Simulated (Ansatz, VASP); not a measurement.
# Cross-check of RbPdCl3 between VASP and Ansatz

One calculation is typed for both programs; each brings its own data sets. How far apart do they land? The cell is generated by rule, not measured, and may not be a known phase. The two relaxations start from unlike cells of this crystal (the structure described is Ansatz's start), so only their ends are compared.

Main program and level: Ansatz 0.2.0; plane waves, with VASP 6.6.1 beside it; relaxation of cell and atoms at LDA.

The structure was built from a prototype and need not be the compound's stable phase.

## (1) Set-up

The structure is cubic, space group Pm-3m (No. 221). Conventional cell: a = 5.425 Å, b = 5.425 Å, c = 5.425 Å, α = 90.00°, β = 90.00°, γ = 90.00°. Rb has 12 Cl at 3.84 Å nearest. Pd has 6 Cl at 2.71 Å nearest. Cl has 2 Pd at 2.71 Å and 4 Rb at 3.84 Å nearest. Farther neighbours and most contacts between anions are not listed.

## (2) VASP: relaxation of cell and atoms, LDA

The relaxed volume is the usual yardstick between codes: in a stiff, nearly cubic crystal its relative difference is about their pressure difference at one cell divided by the bulk modulus.

Lines of VASP's logs that name or quote its potential files are left out, and so is its time.

The input, INCAR:

```
SYSTEM = RbPdCl3
PREC = Accurate
ENCUT = 500
EDIFF = 1E-07
NELM = 120
ISMEAR = -1
SIGMA = 0.02
LREAL = .FALSE.
ALGO = Normal
GGA = CA
NBANDS = 26
LASPH = .TRUE.
LORBIT = 11
LWAVE = .FALSE.
LCHARG = .FALSE.
ISIF = 3
IBRION = 2
NSW = 80
EDIFFG = -0.005
GGA_COMPAT = .FALSE.
NELMIN = 4
KPAR = 2
```

The input, POSCAR:

```
RbPdCl3
1.0
    4.8266565943      0.0000000000      0.0000000000
    0.0000000000      4.8266565943      0.0000000000
    0.0000000000      0.0000000000      4.8266565943
Rb Pd Cl
1 1 3
Direct
    0.0000000000      0.0000000000      0.0000000000
    0.5000000000      0.5000000000      0.5000000000
    0.5000000000      0.5000000000      0.0000000000
    0.5000000000      0.0000000000      0.5000000000
    0.0000000000      0.5000000000      0.5000000000
```

The input, KPOINTS:

```
Automatic mesh
0
Gamma
4 4 4
0 0 0
```

PAW data sets: Rb_sv, Pd and Cl (LDA family, release 64).

Launch:

```
$ mpirun -np 2 vasp_std
```

Numbers of over 12 decimals in the logs are rounded to 6 here.

Log:

```text
[banner, memory and clock lines left out]
running    2 mpi-ranks, on    1 nodes
 distrk:  each k-point on    1 cores,    2 groups
 distr:  one band on    1 cores,    1 groups

 POSCAR found type information on POSCAR RbPdCl
 POSCAR found :  3 types and       5 ions
 LDA part: xc-table for (Slater(with rela. corr.)+CA(PZ))
 , standard interpolation
 POSCAR, INCAR and KPOINTS ok, starting setup
 FFT: planning ... GRIDC
 FFT: planning ... GRID_SOFT
 FFT: planning ... GRID
 WAVECAR not read
 entering main loop
       N       E                     dE             d eps       ncg     rms          rms(c)
DAV:   1     0.265181458357E+03    0.26518E+03   -0.19158E+04   520   0.138E+03
DAV:   2    -0.185112341759E+01   -0.26703E+03   -0.26015E+03   628   0.263E+02
DAV:   3    -0.204331114427E+02   -0.18582E+02   -0.18454E+02   660   0.750E+01
DAV:   4    -0.208595373467E+02   -0.42643E+00   -0.42606E+00   806   0.112E+01
DAV:   5    -0.208645172004E+02   -0.49799E-02   -0.49789E-02   672   0.106E+00    0.142E+01
DAV:   6    -0.201037885809E+02    0.76073E+00   -0.39117E+00   562   0.153E+01    0.936E+00
DAV:   7    -0.200378763034E+02    0.65912E-01   -0.65623E-01   568   0.715E+00    0.511E+00
DAV:   8    -0.200217250998E+02    0.16151E-01   -0.45339E-02   648   0.144E+00    0.583E-01
DAV:   9    -0.200207796550E+02    0.94544E-03   -0.56411E-03   652   0.604E-01    0.172E-01
DAV:  10    -0.200206654335E+02    0.11422E-03   -0.87329E-04   634   0.177E-01    0.500E-02
DAV:  11    -0.200206648088E+02    0.62472E-06   -0.34605E-05   726   0.413E-02    0.251E-02
DAV:  12    -0.200206657117E+02   -0.90290E-06   -0.46774E-06   656   0.129E-02    0.692E-03
DAV:  13    -0.200206656339E+02    0.77756E-07   -0.36715E-07   644   0.382E-03
   1 F= -.20020666E+02 E0= -.20015702E+02  d E =-.200207E+02
 curvature:   0.00 expect dE= 0.000E+00 dE for cont linesearch  0.000E+00
 trial: gam= 0.00000 g(F)=  0.000E+00 g(S)=  0.746E-04 ort = 0.000E+00 (trialstep = 0.100E+01)
 search vector abs. value=  0.746E-04
 bond charge predicted
       N       E                     dE             d eps       ncg     rms          rms(c)
DAV:   1    -0.200212942426E+02   -0.62853E-03   -0.12726E-02   544   0.767E-01    0.155E-01
DAV:   2    -0.200207768794E+02    0.51736E-03   -0.15017E-03   590   0.321E-01    0.608E-02
DAV:   3    -0.200207031189E+02    0.73761E-04   -0.16855E-04   586   0.805E-02    0.297E-02
DAV:   4    -0.200206964906E+02    0.66283E-05   -0.49867E-05   720   0.446E-02    0.191E-02
DAV:   5    -0.200206963782E+02    0.11239E-06   -0.26816E-06   732   0.107E-02    0.561E-03
DAV:   6    -0.200206963952E+02   -0.17013E-07   -0.72861E-07   782   0.362E-03
   2 F= -.20020696E+02 E0= -.20015740E+02  d E =-.307613E-04
 trial-energy change:   -0.000031  1 .order   -0.000029   -0.000075    0.000017
 step:   0.8329(harm=  0.8159)  dis= 0.00000  next Energy=   -20.020698 (dE=-0.322E-04)
 reached required accuracy - stopping structural energy minimisation
```

OUTCAR, selected parts (step 2):

```text
ion  position               nearest neighbor table
   1  0.000  0.000  0.000-   3 3.41   4 3.41   5 3.41   4 3.41   5 3.41   3 3.41   5 3.41   5 3.41
                             3 3.41   4 3.41   4 3.41   3 3.41   2 4.18   2 4.18   2 4.18   2 4.18
   2  0.500  0.500  0.500-   3 2.41   4 2.41   5 2.41   3 2.41   4 2.41   5 2.41   1 4.18   1 4.18
                             1 4.18   1 4.18   1 4.18   1 4.18   1 4.18   1 4.18
   3  0.500  0.500  0.000-   2 2.41   2 2.41   1 3.41   1 3.41   1 3.41   1 3.41
   4  0.500  0.000  0.500-   2 2.41   2 2.41   1 3.41   1 3.41   1 3.41   1 3.41
   5  0.000  0.500  0.500-   2 2.41   2 2.41   1 3.41   1 3.41   1 3.41   1 3.41

  LATTYP: Found a simple cubic cell.
 ALAT       =     4.8266565943

 Subroutine GETGRP returns: Found 48 space group operations
 (whereof 48 operations were pure point group operations)

The static configuration has the point symmetry O_h .

 Found     10 irreducible k-points:

   k-points           NKPTS =     10   k-points in BZ     NKDIM =     10   number of bands    NBANDS=     26

   dimension x,y,z NGX =    36 NGY =   36 NGZ =   36
   dimension x,y,z NGXF=    72 NGYF=   72 NGZF=   72

   ENCUT  =  500.0 eV  36.75 Ry    6.06 a.u.   8.80  8.80  8.80*2*pi/ulx,y,z

   NELECT =      40.0000    total number of electrons

 k-points in reciprocal lattice and weights: Automatic mesh
   0.00000000  0.00000000  0.00000000       0.016
   0.25000000  0.00000000  0.00000000       0.094
   0.50000000  0.00000000  0.00000000       0.047
   0.25000000  0.25000000  0.00000000       0.188
   0.50000000  0.25000000  0.00000000       0.188
   0.50000000  0.50000000  0.00000000       0.047
   0.25000000  0.25000000  0.25000000       0.125
   0.50000000  0.25000000  0.25000000       0.188
   0.50000000  0.50000000  0.25000000       0.094
   0.50000000  0.50000000  0.50000000       0.016

 average (electrostatic) potential at core
       1 -33.7466       2 -77.8660       3 -96.4021       4 -96.4021       5 -96.4021

 E-fermi :   3.0991

 k-point     1 :       0.0000    0.0000    0.0000
  band No.  band energies     occupation
    ...
     17       0.7780      2.00000
     18       0.7780      2.00000
     19       0.8545      2.00000
     20       0.8545      2.00000
     21       0.8545      2.00000
     22       6.4659      0.00000
     23       7.0761      0.00000
     24       7.8740      0.00000
     25       7.8740      0.00000
     26       9.7048      0.00000

 k-point     2 :       0.2500    0.0000    0.0000
  band No.  band energies     occupation
    ...
     17       0.6191      2.00000
     18       0.7808      2.00000
     19       1.4149      2.00000
     20       1.4149      2.00000
     21       2.1100      2.00000
     22       7.6175      0.00000
     23       7.9678      0.00000
     24       8.5018      0.00000
     25       8.6494      0.00000
     26       9.8405      0.00000

 k-point     3 :       0.5000    0.0000    0.0000
  band No.  band energies     occupation
    ...
     17       0.5773      2.00000
     18       0.7827      2.00000
     19       1.8362      2.00000
     20       1.8362      2.00000
     21       2.5842      2.00000
     22       9.0626      0.00000
     23       9.4625      0.00000
     24       9.6573      0.00000
     25       9.8516      0.00000
     26      10.0163      0.00000

  Total        0.0114539      0.0114539      0.0114539      0.0000000      0.0000000     -0.0000000
  in kB        0.1634416      0.1634416      0.1634416      0.0000000      0.0000000     -0.0000000
  external PRESSURE =       0.1634416 kB  Pullay stress =       0.0000000 kB

  energy-cutoff  :      500.00
  volume of cell :      112.28
      direct lattice vectors                 reciprocal lattice vectors
     4.824291885 -0.000000000 -0.000000000     0.207284307  0.000000000 -0.000000000
    -0.000000000  4.824291885 -0.000000000     0.000000000  0.207284307  0.000000000
     0.000000000 -0.000000000  4.824291885     0.000000000  0.000000000  0.207284307

 POSITION                                       TOTAL-FORCE (eV/Angst)
 -----------------------------------------------------------------------------------
      0.00000      0.00000      0.00000         0.000000      0.000000      0.000000
      2.41215      2.41215      2.41215        -0.000000     -0.000000      0.000000
      2.41215      2.41215     -0.00000         0.000000      0.000000      0.000000
      2.41215     -0.00000      2.41215         0.000000      0.000000      0.000000
     -0.00000      2.41215      2.41215        -0.000000      0.000000      0.000000
 -----------------------------------------------------------------------------------
    total drift:                                0.000000      0.000000      0.000000

  FREE ENERGIE OF THE ION-ELECTRON SYSTEM (eV)
  ---------------------------------------------------
  free  energy   TOTEN  =       -20.0206963952 eV

  energy  without entropy=      -20.0107841781  energy(sigma->0) =      -20.01574029

 reached required accuracy - stopping structural energy minimisation

 total charge
# of ion       s       p       d       tot
------------------------------------------
    1        1.937   5.336   0.024   7.296
    2        0.392   0.473   8.520   9.385
    3        1.599   3.476   0.000   5.075
    4        1.599   3.476   0.000   5.075
    5        1.599   3.476   0.000   5.075
--------------------------------------------------
tot          7.126  16.237   8.544  31.907

[... 3 further parts left out ...]
```

## (3) Ansatz: relaxation of cell and atoms, LDA

Ansatz runs on its default PAW (the set named soft_2) files.

Its own start cell and the same functional (in two slightly different forms), mesh and smearing now go to Ansatz, which takes its cutoff from its data sets.

The input, input.yaml:

```yaml
crystal:
  lattice:
    - [5.4252, 0.0, 0.0]
    - [0.0, 5.4252, 0.0]
    - [0.0, 0.0, 5.4252]
  atoms:
    - { symbol: Rb, position: [0.0, 0.0, 0.0] }
    - { symbol: Pd, position: [0.5, 0.5, 0.5] }
    - { symbol: Cl, position: [0.5, 0.5, 0.0] }
    - { symbol: Cl, position: [0.5, 0.0, 0.5] }
    - { symbol: Cl, position: [0.0, 0.5, 0.5] }
kpoints:
  mp_grid: { grid: [4, 4, 4] }
hamiltonian:
  xc: lda
scf:
  occupations: { method: fermi_dirac, width: 0.02 }
relax:
  f_tol: 0.01
  max_steps: 80
  cell: {}
output:
  write_density: true
  write_potential: true
  elf: true
  volumetric_format: npy
```

Launch:

```
$ ansatz run input.yaml --threads 4 --pin off --max-ram 9216MiB --backend cpu --events-out ev --progress --plain --runs-dir out
```

Log:

```text
Engine: ansatz 0.2.0, x86_64-unknown-linux-gnu
Pseudopotentials: kind: paw
Pseudopotential: Rb, paw, valence charge 9, recommended cutoff 420 eV (normal), Rb.paw.azcp
Pseudopotential: Pd, paw, valence charge 18, recommended cutoff 420 eV (normal), Pd.paw.azcp
Pseudopotential: Cl, paw, valence charge 7, recommended cutoff 420 eV (normal), Cl.paw.azcp
Functional definition: SPW92
  exchange = slater_x
  correlation = pw_c
Crystal: 5 atoms, lattice volume = 159.679 Å³
Basis set: ecut = 420 eV, 3119 PW (Γ)
Bands: 29, of which v1, the nominal top of the filled ones, is band 24 counted from 1 (23 counted from 0)
Symmetry: 48 space group operations
Space group: Pm-3m (ITA 221), of the structure as read, at distance tolerance 5.4e-5 Å
k-points: 10 of 64
Non-local potential: Rb, projectors of the file, l = 0: 3, l = 1: 2, l = 2: 2
Non-local potential: Pd, projectors of the file, l = 0: 2, l = 1: 2, l = 2: 2, l = 3: 1
Non-local potential: Cl, projectors of the file, l = 0: 2, l = 1: 2, l = 2: 2
PAW form: soft (Blöchl's): semilocal exchange-correlation on the pseudo side does not see the compensation charge
PAW frozen core: Rb, regenerated for the run's functional, and the local potential with it (the file was generated under x = pbe(κ = 0.804, μ = 0.219515), c = pbe(β = 0.066725))
PAW frozen core: Pd, regenerated for the run's functional, and the local potential with it (the file was generated under x = pbe(κ = 0.804, μ = 0.219515), c = pbe(β = 0.066725))
PAW frozen core: Cl, regenerated for the run's functional, and the local potential with it (the file was generated under x = pbe(κ = 0.804, μ = 0.219515), c = pbe(β = 0.066725))
PAW one-centre angular grid: Rb, 110 points (default); XC on 64 Gauss nodes
PAW one-centre angular grid: Pd, 590 points (default); XC on 64 Gauss nodes
PAW one-centre angular grid: Cl, 110 points (default); XC on 64 Gauss nodes
Initial density: superposition of atomic densities (neutral atoms: chi_scale 0, normalization atom), corrected by the library's trained network
Initial wavefunctions: pseudopotential atomic-orbital guess
Functional: x = slater, c = lda
SCF iter   1: F=—  HF=-13151.371645 eV  |F-HF|=—  |Δ(HF+E_count)|=         —  Δρ=6.26e-3  dr2=5.72e-2  ethr=1.77e-3  ⟨swp⟩=8.8  Hψ=1358  notcnv=0
preconditioner: auto → LDOS  [metal: Δε(μ)=0.038 eV  Ē_g=9.712 eV  σ=0.020 eV  W_gap=0.43  n_scr=26 (ndim 8)  ℏωp=18.1 eV  f_vac=0.106  D(μ)=11.23/eV (n_scr^D=122)  β→1.0]
SCF iter   2: F=—  HF=-13151.354483 eV  |F-HF|=—  |Δ(HF+E_count)|=   1.72e-2  Δρ=2.50e-3  dr2=5.06e-3  ethr=1.19e-4  ⟨swp⟩=2.7  Hψ=692  notcnv=0  defer=4
SCF iter   3: F=—  HF=-13151.353788 eV  |F-HF|=—  |Δ(HF+E_count)|=   6.95e-4  Δρ=7.73e-4  dr2=1.04e-3  ethr=1.05e-5  ⟨swp⟩=2.6  Hψ=581  notcnv=0  defer=4
SCF iter   4: F=—  HF=-13151.353460 eV  |F-HF|=—  |Δ(HF+E_count)|=   3.28e-4  Δρ=2.61e-4  dr2=1.55e-4  ethr=2.18e-6  ⟨swp⟩=2.0  Hψ=417  notcnv=0  defer=4
SCF iter   5: F=—  HF=-13151.353435 eV  |F-HF|=—  |Δ(HF+E_count)|=   2.50e-5  Δρ=1.67e-4  dr2=6.55e-5  ethr=3.24e-7  ⟨swp⟩=3.0  Hψ=562  notcnv=0  defer=4
SCF iter   6: F=—  HF=-13151.353425 eV  |F-HF|=—  |Δ(HF+E_count)|=   9.82e-6  Δρ=1.34e-4  dr2=4.43e-5  ethr=1.37e-7  ⟨swp⟩=1.0  Hψ=286  notcnv=0  defer=4
SCF iter   7: F=—  HF=-13151.353418 eV  |F-HF|=—  |Δ(HF+E_count)|=   6.99e-6  Δρ=4.20e-5  dr2=4.36e-6  ethr=9.22e-8  ⟨swp⟩=1.4  Hψ=331  notcnv=0  defer=4
SCF iter   8: F=-13151.353418 eV  HF=-13151.353418 eV  |F-HF|=1.74e-8  |Δ(HF+E_count)|=   5.63e-7  Δρ=5.68e-6  dr2=3.55e-8  ethr=2.08e-10  ⟨swp⟩=7.2  Hψ=2098  notcnv=0
SCF 1 converged in 8 iterations: F = -13151.353418 eV  dr2 = 3.55e-8
  greatest PAW one-centre occupation: 0.998 electrons in one spin orbital (limit 2), on the Pd atom at site 1 (counted from 0), in its partial waves of l = 0
relax step   1: F+E_penalty+E_count = -13151.35341773 eV  Δ(F+E_penalty+E_count) = +0.000e0 eV  max|allowed force component| = 1.290e-28 eV/Å  Δτ_max = 0.0000 Å  P = -8.451 GPa  Ω = 159.679 Å³  (8 SCF iters, dr2 threshold 1.00e-7 eV, accepted)
[...]
relax step   4: F+E_penalty+E_count = -13153.14900195 eV  Δ(F+E_penalty+E_count) = -2.742e-2 eV  max|allowed force component| = 4.397e-29 eV/Å  Δτ_max = 0.0000 Å  P = +1.562 GPa  Ω = 109.457 Å³  energy of the carried Pulay correction = +1.531e-3 eV  (7 SCF iters, dr2 threshold 5.00e-7 eV, accepted)
[...]
relax step   5: F+E_penalty+E_count = -13153.16197686 eV  Δ(F+E_penalty+E_count) = -1.297e-2 eV  max|allowed force component| = 1.352e-29 eV/Å  Δτ_max = 0.0000 Å  P = +0.007 GPa  Ω = 112.192 Å³  energy of the carried Pulay correction = +1.433e-3 eV  (7 SCF iters, dr2 threshold 5.00e-7 eV, accepted)
[...]
relax step   6: F+E_penalty+E_count = -13153.15961109 eV  Δ(F+E_penalty+E_count) = +2.366e-3 eV  max|allowed force component| = 3.956e-29 eV/Å  Δτ_max = 0.0000 Å  P = +0.013 GPa  Ω = 112.192 Å³  stress off target by 1.26e-2 GPa  SCF on the basis re-selected at this cell (its energy is not comparable with the rows above)  (8 SCF iters)
basis re-selected at this cell: Δ(F+E_penalty+E_count) = +2.366e-3 eV, ΔP = +0.005 GPa vs the last step (what re-selecting the basis moved, of the pressure what is left beyond the Pulay correction that the steps carried, after the strain that the cell walked since its last selection, with what the two solves' SCF thresholds leave and, on support functions, any second-order correction that the steps lacked; it is no measure of the basis error at this ecutwfc). The dense FFT grid was sized anew with the basis: this SCF ran on 36×36×36 points, the steps before it on 40×40×40, so part of this shift can come from that change (see relax.cell in the input reference). [rest of the remark cut]
SCF converged after 8 iterations
Free energy (F): -13153.159611 eV
Harris-Foulkes:  -13153.159611 eV  (|F-HF|=3.64e-12)
Internal energy: -13153.149742 eV  (E = F + TS)
E sigma→0 (E₀):  -13153.154676 eV
Entropy (-TS):   -0.009869 eV (-1.974 meV/atom)
Fermi energy:    6.743131 eV
--- Per-component energies (eV) ---
  E_band       = -434.486856
  E_kinetic    = 1191.096453
  E_local      = -4526.581712  (includes V_loc(G=0)·N_el)
  E_nonlocal   = 493.010399
  E_hartree    = 1743.459945
  E_xc         = -614.750034
  E_vxc        = -712.426042  (∫ρ·V_xc dr)
  E_paw        = -8022.408460  (= ΣΔE_a)
  E_vpaw       = -366.506409  (= ΣTr[D̂ρ^β])
  E_aug_tail   = 0.000507  (compensation charges beyond the density's cutoff)
  E_ewald      = -3418.500307
  E_core_change = 1.523468  (= ΣΔE_core)
  E_smearing   = -0.009869  (= −TS)
  E_closure    = -0.000000  (closes the sum)
  Σ components = -13153.159611   (vs F -13153.159611, Δ=0.00e0)
--- Forces (eV/Å), atoms counted from 1 ---
  atom   1  Rb    -0.00000000     0.00000000    -0.00000000
  atom   2  Pd     0.00000000    -0.00000000     0.00000000
  atom   3  Cl     0.00000000     0.00000000     0.00000000
  atom   4  Cl     0.00000000     0.00000000    -0.00000000
  atom   5  Cl     0.00000000    -0.00000000     0.00000000
  max |Σ_I F_I| component: 5.46e-29 eV/Å
--- Stress (GPa, compression-positive) ---
        0.012640      -0.000000       0.000000
       -0.000000       0.012640       0.000000
        0.000000       0.000000       0.012640
  P = ⅓ Tr σ = 0.0126 GPa (0.126 kbar)
--- Band table (eV; the first three rows and the last of 10) ---
  k-point 0: bands = [... 20 lower, 4.4191, 4.4191, 4.5041, 4.5041, 4.5041, 10.0428, 10.7057, 11.5108, ... 1 higher]
  k-point 1: bands = [... 20 lower, 4.2688, 4.4218, 5.0600, 5.0600, 5.7493, 11.1874, 11.6058, 12.1328, ... 1 higher]
  k-point 2: bands = [... 20 lower, 4.2275, 4.4237, 5.4808, 5.4808, 6.2190, 12.6989, 13.0830, 13.2993, ... 1 higher]
  k-point 9: bands = [... 20 lower, 5.5714, 5.5714, 5.5714, 8.7207, 8.7207, 11.9600, 12.0942, 12.0942, ... 1 higher]
--- Relaxed structure (5 steps of the walk, 5 accepted, 1 SCFs on fresh bases) ---
  F+E_penalty+E_count = -13153.15961109 eV   max|allowed force component| = 3.956e-29 eV/Å   (the final SCF, on the basis selected at the relaxed cell)
  cell:  # Å, volume = 112.1920 Å³
    - [4.823038, 0, 0]
    - [0, 4.823038, 0]
    - [0, 0.0, 4.823038]
  atoms:
    - { symbol: Rb, position: [0, 0, 0] }
    - { symbol: Pd, position: [0.5, 0.5, 0.5] }
    - { symbol: Cl, position: [0.5, 0.5, 0] }
    - { symbol: Cl, position: [0.5, 0, 0.5] }
    - { symbol: Cl, position: [0, 0.5, 0.5] }
```

## (4) Comparison

Known differences besides the potentials themselves: the two LDA forms differ slightly; the data sets hold 48 valence electrons in Ansatz (on its default PAW (the set named soft_2) files) and 40 in VASP; the cutoff is 420 eV in Ansatz and 500 eV in VASP; VASP's log shows a relativistic correction to its local exchange, Ansatz's none; Ansatz adds a Pulay correction to the stress that steers its cell, VASP none. Total energies have different zeros and are not compared.

Both answers:

| quantity | Ansatz | VASP | difference |
| --- | --- | --- | --- |
| volume (Å³) | 112.19 | 112.28 | -0.08 % |
| edge a after relaxation, in the typed setting (Å) | 4.823 | 4.824 | -0.03 % |

## (5) Outcome

| Property | Result |
| --- | --- |
| difference in volume (relaxation of cell and atoms, LDA) | -0.078 % |

In words: The difference in volume is -0.078 % (relaxation of cell and atoms, LDA), within the 1.2 % picked in this series as the mark of a large difference, as far as the stopping tolerances let one tell. The data sets hold unlike numbers of valence electrons (48 in Ansatz and 40 in VASP), so part of the differences comes from the potentials. How closely two codes agree says nothing of how well the functional describes the real material.

[Lines on the potential files, build, host, timing and source positions are cut from VASP's logs without a mark.]

[Logs are printed without paths, hosts, clocks, repeated set-up lines and the standing remarks that a program may print on its own settings, such as how far it seeks lower states.]

[Hosts, paths, dates, database ids (printed as entryN), source tags and the programs' standing remarks are cut or masked in the printed files.]
